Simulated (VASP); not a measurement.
Level of theory: PBE GGA with spin-orbit coupling, VASP's PBE PAW potentials (set 64) (plane waves; VASP 6.6.1).

Input for VASP

KPOINTS:
```
Automatic mesh
0
Gamma
5 5 1
0 0 0
```

**POSCAR**
```
MoTe2
1
    1.7600000000    -3.0484090000     0.0000000000
    1.7600000000     3.0484090000     0.0000000000
    0.0000000000     0.0000000000    13.9600000000
Te Mo
4 2
Direct
  0.3173130000   0.6642960000   0.8768910000
  0.6649240000   0.3308850000   0.3800250000
  0.6716240000   0.3312160000   0.1208990000
  0.3480640000   0.6798660000   0.6219040000
  0.3260740000   0.6717410000   0.2500740000
  0.6720000000   0.3219960000   0.7502070000
```

### INCAR
```
ALGO=Normal
EDIFF=1E-6
ENCUT=300
GGA=PE
GGA_COMPAT=.FALSE.
ISIF=2
ISMEAR=-1
LASPH=.TRUE.
LCHARG=.FALSE.
LMAXMIX=4
LNONCOLLINEAR=.TRUE.
LORBIT=11
LREAL=.FALSE.
LSORBIT=.TRUE.
LWAVE=.FALSE.
MAGMOM=0.0 0.0 0.0 0.0 0.0 0.0 0.0 0.0 0.0 0.0 0.0 0.0 0.0 0.0 0.0 0.0 0.0 0.0
NELM=100
PREC=Accurate
SIGMA=0.05
SYSTEM=MoTe2
```

POTCAR, in this order: Te Mo_sv (PBE.64 set). Program: vasp_ncl.

Output of the run:

**OUTCAR**
```
 ion  position               nearest neighbor table
   1  0.317  0.664  0.877-   6 2.65   6 2.68   6 2.76   4 3.56
   2  0.665  0.331  0.380-   5 2.71   5 2.71   5 2.75   3 3.62
   3  0.672  0.331  0.121-   5 2.69   5 2.70   5 2.76   2 3.62
   4  0.348  0.680  0.622-   6 2.65   6 2.73   6 2.74   1 3.56
   5  0.326  0.672  0.250-   3 2.69   3 2.70   2 2.71   2 2.71   2 2.75   3 2.76
   6  0.672  0.322  0.750-   1 2.65   4 2.65   1 2.68   4 2.73   4 2.74   1 2.76
  LATTYP: Found a hexagonal cell.
 ALAT       =     3.5199996351
 C/A-ratio  =     3.9659095020
 Subroutine PRICEL returns:
 Original cell was already a primitive cell.
 Subroutine GETGRP returns: Found  1 space group operations
The static configuration has the point symmetry C_1 .
The dynamic configuration has the point symmetry C_1 .
The overall configuration has the point symmetry C_1 .
 Subroutine INISYM returns: Found  1 space group operations
 Subroutine IBZKPT returns following result:
 Found     25 irreducible k-points:

 Following reciprocal coordinates:
            Coordinates               Weight
  0.000000  0.000000  0.000000      1.000000
  0.200000 -0.000000  0.000000      1.000000
 -0.200000  0.000000  0.000000      1.000000
...
```

OSZICAR:
```
       N       E                     dE             d eps       ncg     rms          rms(c)
DAV:   1     0.302381689740E+03    0.30238E+03   -0.20975E+04  3932   0.979E+02
DAV:   2    -0.156045739525E+02   -0.31799E+03   -0.30924E+03  3872   0.280E+02
DAV:   3    -0.368878180535E+02   -0.21283E+02   -0.20878E+02  3722   0.610E+01
DAV:   4    -0.376646769399E+02   -0.77686E+00   -0.77122E+00  3984   0.108E+01
DAV:   5    -0.376895823485E+02   -0.24905E-01   -0.24863E-01  4002   0.206E+00    0.225E+01
DAV:   6    -0.369266710880E+02    0.76291E+00   -0.81502E+00  3660   0.145E+01    0.983E+00
DAV:   7    -0.367799323352E+02    0.14674E+00   -0.66243E+00  3478   0.112E+01    0.662E+00
DAV:   8    -0.364468497841E+02    0.33308E+00   -0.13748E+00  3724   0.557E+00    0.404E+00
DAV:   9    -0.364455431481E+02    0.13066E-02   -0.14977E-01  3902   0.169E+00    0.113E+00
DAV:  10    -0.364448190272E+02    0.72412E-03   -0.42349E-03  3698   0.358E-01    0.721E-01
DAV:  11    -0.364446304502E+02    0.18858E-03   -0.18420E-03  3910   0.262E-01    0.351E-01
DAV:  12    -0.364446514159E+02   -0.20966E-04   -0.11189E-03  3934   0.163E-01    0.134E-01
DAV:  13    -0.364446094456E+02    0.41970E-04   -0.14885E-04  3940   0.669E-02    0.122E-01
DAV:  14    -0.364446004283E+02    0.90173E-05   -0.52481E-05  3628   0.323E-02    0.368E-02
DAV:  15    -0.364446010232E+02   -0.59490E-06   -0.80069E-06  3316   0.125E-02
   1 F= -.36444601E+02 E0= -.36444517E+02  d E =-.167815E-03  mag=    -0.0000     0.0000    -0.0000
```

OUTCAR:
```
------------------------ aborting loop because EDIFF is reached ----------------------------------------
  FORCE on cell =-STRESS in cart. coord.  units (eV):
  Direction    XX          YY          ZZ          XY          YZ          ZX
  --------------------------------------------------------------------------------------
  Total        3.9059418      2.0637058      4.5541503      0.1150261     -0.6695442      1.1661541
  in kB       41.7767864     22.0727804     48.7098311      1.2302852     -7.1612449     12.4728356
  external PRESSURE =      37.5197993 kB  Pullay stress =       0.0000000 kB
  volume of cell :      149.80
      direct lattice vectors                 reciprocal lattice vectors
     1.760000000 -3.048409000  0.000000000     0.284090909 -0.164019986  0.000000000
     1.760000000  3.048409000  0.000000000     0.284090909  0.164019986  0.000000000
     0.000000000  0.000000000 13.960000000     0.000000000  0.000000000  0.071633238
 POSITION                                       TOTAL-FORCE (eV/Angst)
 -----------------------------------------------------------------------------------
      1.72763      1.05775     12.24140         0.174848     -0.648027      0.702486
      1.75262     -1.01829      5.30515         0.025640      0.270000      0.035090
      1.76500     -1.03770      1.68775        -0.064719      0.394929     -0.175720
      1.80916      1.01147      8.68178        -0.430560     -0.358000     -0.411481
      1.75615      1.05373      3.49103         0.039924     -0.672006      0.131244
      1.74943     -1.06696     10.47289         0.254867      1.013105     -0.281619
 -----------------------------------------------------------------------------------
    total drift:                                0.000134      0.000129     -0.000059
  FREE ENERGIE OF THE ION-ELECTRON SYSTEM (eV)
  ---------------------------------------------------
  free  energy   TOTEN  =       -36.4446010232 eV

  energy  without entropy=      -36.4444332080  energy(sigma->0) =      -36.44451712

 total charge

# of ion       s       p       d       tot
------------------------------------------
    1        1.385   1.995   0.068   3.448
    2        1.386   1.979   0.063   3.428
    3        1.386   1.982   0.064   3.432
    4        1.386   1.987   0.065   3.438
    5        2.253   6.146   3.976  12.375
    6        2.259   6.153   4.008  12.420
--------------------------------------------------
tot         10.055  20.241   8.244  38.541

 magnetization (x)

# of ion       s       p       d       tot
------------------------------------------
    1       -0.000  -0.000  -0.000  -0.000
    2        0.000  -0.000   0.000  -0.000
    3       -0.000  -0.000  -0.000  -0.000
    4        0.000  -0.000  -0.000  -0.000
    5        0.000   0.000   0.000   0.000
    6        0.000   0.000   0.000   0.000
--------------------------------------------------
tot         -0.000  -0.000   0.000   0.000

 magnetization (y)

# of ion       s       p       d       tot
------------------------------------------
    1       -0.000  -0.000  -0.000  -0.000
    2        0.000   0.000  -0.000   0.000
    3        0.000  -0.000   0.000  -0.000
    4       -0.000  -0.000  -0.000  -0.000
    5       -0.000  -0.000  -0.000  -0.000
    6        0.000   0.000   0.000   0.000
--------------------------------------------------
tot         -0.000   0.000  -0.000  -0.000

 magnetization (z)

# of ion       s       p       d       tot
------------------------------------------
    1       -0.000  -0.000   0.000  -0.000
    2       -0.000  -0.000  -0.000  -0.000
    3       -0.000  -0.000   0.000  -0.000
    4       -0.000   0.000  -0.000  -0.000
    5        0.000   0.000   0.000   0.000
    6        0.000  -0.000  -0.000  -0.000
--------------------------------------------------
tot         -0.000  -0.000   0.000   0.000

 Ion:    1  E_soc:     -0.2004927

 Ion:    2  E_soc:     -0.2016299

 Ion:    3  E_soc:     -0.2012611

 Ion:    4  E_soc:     -0.2012563

 Ion:    5  E_soc:     -0.2050217

 Ion:    6  E_soc:     -0.2048614
```
(Selected blocks of OUTCAR.)

At this cut-off the stress carries a Pulay error, which pulls relaxed volumes low.

The structure is a typed MoTe2 crystal. The cell was not relaxed at this level, atoms are displaced from their ideal sites. The k-mesh is coarse (spacing up to 0.45 per Å, 2π included), so the numbers may not be converged in it. The run is one of a series of settings (GGA_COMPAT = .FALSE., LNONCOLLINEAR = .TRUE., LSORBIT = .TRUE., MAGMOM = 0.0 0.0 0.0 0.0 0.0 0.0 0.0 0.0 0.0 0.0 0.0 0.0 0.0 0.0 0.0 0.0 0.0 0.0, program vasp_ncl against the base run), some of them coarse on purpose.
